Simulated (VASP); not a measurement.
Here is the system:

```xyz
2
Lattice="0.0000 1.7835 1.7835 1.7835 0.0000 1.7835 1.7835 1.7835 0.0000" Properties=species:S:1:pos:R:3 pbc="T T T"
C      0.0000     0.0000     0.0000
C      0.8918     0.8918     0.8918
```

Level of theory: G0W0 on PBE orbitals, VASP's PBE PAW potentials (set 64) (plane waves; VASP). Settings: PREC = Normal, 500 eV cut-off, 6×6×6 Γ-centred mesh, Gaussian smearing of 0.010 eV, potentials C_GW_new.

The mesh is coarse and the basis finite, so the quasiparticle values are not converged.

NBANDS = 120, ENCUTGW = 180 eV, NOMEGA = 64. The PBE levels (eV) that the step starts from are:

| state | KS energy | filling |
|---|---|---|
| k1 (0.00, 0.00, 0.00), band 1 | -8.79 | 2 |
| k1 (0.00, 0.00, 0.00), band 2 | 12.69 | 2 |
| k1 (0.00, 0.00, 0.00), band 3 | 12.69 | 2 |
| k1 (0.00, 0.00, 0.00), band 4 | 12.69 | 2 |
| k1 (0.00, 0.00, 0.00), band 5 | 18.29 | 0 |
| k1 (0.00, 0.00, 0.00), band 6 | 18.29 | 0 |
| k1 (0.00, 0.00, 0.00), band 7 | 18.29 | 0 |
| k1 (0.00, 0.00, 0.00), band 8 | 26.04 | 0 |
| k3 (0.33, 0.00, 0.00), band 1 | -5.77 | 2 |
| k3 (0.33, 0.00, 0.00), band 2 | 3.32 | 2 |
| k3 (0.33, 0.00, 0.00), band 3 | 10.37 | 2 |
| k3 (0.33, 0.00, 0.00), band 4 | 10.37 | 2 |
| k3 (0.33, 0.00, 0.00), band 5 | 20.97 | 0 |
| k3 (0.33, 0.00, 0.00), band 6 | 20.97 | 0 |
| k3 (0.33, 0.00, 0.00), band 7 | 21.26 | 0 |
| k3 (0.33, 0.00, 0.00), band 8 | 27.96 | 0 |
| k11 (0.50, 0.33, 0.00), band 1 | -2.18 | 2 |
| k11 (0.50, 0.33, 0.00), band 2 | 2.47 | 2 |
| k11 (0.50, 0.33, 0.00), band 3 | 5.04 | 2 |
| k11 (0.50, 0.33, 0.00), band 4 | 7.05 | 2 |
| k11 (0.50, 0.33, 0.00), band 5 | 17.95 | 0 |
| k11 (0.50, 0.33, 0.00), band 6 | 21.04 | 0 |
| k11 (0.50, 0.33, 0.00), band 7 | 27.54 | 0 |
| k11 (0.50, 0.33, 0.00), band 8 | 27.92 | 0 |

### Question
Give the quasiparticle energies and renormalisation factors Z.

### Answer

| state | QP energy (eV) | Z |
|---|---|---|
| k1 (0.00, 0.00, 0.00), band 1 | -10.46 | 0.76 |
| k1 (0.00, 0.00, 0.00), band 2 | 11.89 | 0.83 |
| k1 (0.00, 0.00, 0.00), band 3 | 11.89 | 0.83 |
| k1 (0.00, 0.00, 0.00), band 4 | 11.89 | 0.83 |
| k1 (0.00, 0.00, 0.00), band 5 | 19.20 | 0.82 |
| k1 (0.00, 0.00, 0.00), band 6 | 19.20 | 0.82 |
| k1 (0.00, 0.00, 0.00), band 7 | 19.20 | 0.82 |
| k1 (0.00, 0.00, 0.00), band 8 | 26.86 | 0.77 |
| k3 (0.33, 0.00, 0.00), band 1 | -7.30 | 0.75 |
| k3 (0.33, 0.00, 0.00), band 2 | 2.00 | 0.78 |
| k3 (0.33, 0.00, 0.00), band 3 | 9.43 | 0.82 |
| k3 (0.33, 0.00, 0.00), band 4 | 9.43 | 0.82 |
| k3 (0.33, 0.00, 0.00), band 5 | 21.97 | 0.81 |
| k3 (0.33, 0.00, 0.00), band 6 | 21.97 | 0.81 |
| k3 (0.33, 0.00, 0.00), band 7 | 22.02 | 0.81 |
| k3 (0.33, 0.00, 0.00), band 8 | 28.86 | 0.77 |
| k11 (0.50, 0.33, 0.00), band 1 | -3.61 | 0.75 |
| k11 (0.50, 0.33, 0.00), band 2 | 1.08 | 0.76 |
| k11 (0.50, 0.33, 0.00), band 3 | 3.82 | 0.79 |
| k11 (0.50, 0.33, 0.00), band 4 | 5.92 | 0.80 |
| k11 (0.50, 0.33, 0.00), band 5 | 18.49 | 0.83 |
| k11 (0.50, 0.33, 0.00), band 6 | 21.71 | 0.82 |
| k11 (0.50, 0.33, 0.00), band 7 | 28.74 | 0.77 |
| k11 (0.50, 0.33, 0.00), band 8 | 29.05 | 0.76 |
On the mesh the gap opens from 4.15 to 5.50 eV.

The compound is C in the diamond structure. The cell was not relaxed at this level. The k-mesh is coarse (spacing up to 0.51 per Å, 2π included), so the numbers may not be converged in it.
